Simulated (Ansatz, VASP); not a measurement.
# Two plane-wave programs on CaMg

The input INCAR:

```
ALGO = Normal
EDIFF = 1E-7
ENCUT = 520
ISIF = 2
ISMEAR = 0
LASPH = T
LCHARG = F
LREAL = F
LWAVE = F
NBANDS = 13
NELM = 80
PREC = Accurate
SIGMA = 0.15
```

KPOINTS

```
k-points
0
Gamma
  12 12 12
```

Contents of POSCAR:

```
CaMg
1.0
    3.8582716477      0.0000000000      0.0000000000
    0.0000000000      3.8582716477      0.0000000000
    0.0000000000      0.0000000000      3.8582716477
Ca Mg
1 1
Direct
    0.0000000000      0.0000000000      0.0000000000
    0.5000000000      0.5000000000      0.5000000000
```

Input for Ansatz:

```yaml
crystal:
  lattice:
    - [3.8582716525, 0.0, 0.0]
    - [0.0, 3.8582716525, 0.0]
    - [0.0, 0.0, 3.8582716525]
  atoms:
    - { symbol: Ca, position: [0.0, 0.0, 0.0] }
    - { symbol: Mg, position: [0.5, 0.5, 0.5] }
basis:
  ecutwfc: 520.0
kpoints:
  mp_grid: { grid: [12, 12, 12] }
hamiltonian:
  xc: lda
scf:
  occupations: { method: gaussian, width: 0.15 }
output:
  forces: true
  stress: true
  eigenvalues: true
```

The cell comes from a database or a generator and needn't be the stable form of this composition.

Alike in both runs: task single point; functional LDA; k mesh 12 × 12 × 12; occupations gaussian, width 0.15 eV; no spin polarisation.

```csv
,VASP,Ansatz
version,VASP 6.6.1,Ansatz 0.2.0
potentials or method,"VASP PAW LDA potentials, release 64 (Ca_sv, Mg)","scalar-relativistic, plane waves, PAW"
plane-wave cutoff (eV),520,520
valence electrons in the cell,12,20
```

Ansatz gave:

| Property | Result |
| --- | --- |
| gap on the k mesh at the Fermi level (eV) | none |
| pressure (GPa) | 0.0 |

Q: What did VASP give for the same quantities?

A: gap on the k mesh at the Fermi level (eV): none; pressure (GPa): -0.1.

A gap of «none» marks a metal or a gap that the smearing closes. The two sets of potentials don't hold the same shells in valence.
